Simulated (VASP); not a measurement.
MgI2 (1T layered) is relaxed at rising pressure, each step from the one before. Symmetry mostly holds the structure type, and other phases were not tried. The mesh follows the cell, and a change of mesh leaves a small step in the series.

Input:

```
CELL_PARAMETERS angstrom
      2.10414    -3.64448     0.00000
      2.10414     3.64448     0.00000
      0.00000     0.00000     7.55703
ATOMIC_POSITIONS crystal
  Mg 0.00000 0.00000 0.00000
  I  0.33333 0.66667 0.22096
  I  0.66667 0.33333 0.77904
```

These are PBE GGA, VASP's PBE PAW potentials (set 64) (plane waves; VASP) values and carry that method's errors. Settings: 500 eV cut-off, 6×6×3 Γ-centred mesh, Gaussian smearing of 0.050 eV, potentials Mg I.

Without a dispersion term in the relaxation, distances and binding between the weakly bound layers, chains or molecules are unreliable, and so is what depends on them.

```csv
P (GPa),V (Å³/atom),H − H(0) (eV/atom),space group,k-mesh
0,38.63,0.000,P-3m1,6×6×3
5,29.80,1.020,P-3m1,6×6×4
10,[?],[?],P-3m1,7×7×4
20,23.82,3.477,P-3m1,7×7×4
30,21.86,4.898,P-3m1,7×7×4
45,[?],[?],P-3m1,7×7×4
```

### Question
Complete the blanks.

### Answer

- 45, V (Å³/atom): 19.87
- 45, H − H(0) (eV/atom): 6.845
- 10, V (Å³/atom): 26.99
- 10, H − H(0) (eV/atom): 1.901

Pressures at which the relaxation failed are left out.

The compound is MgI2 in the 1T layered structure.
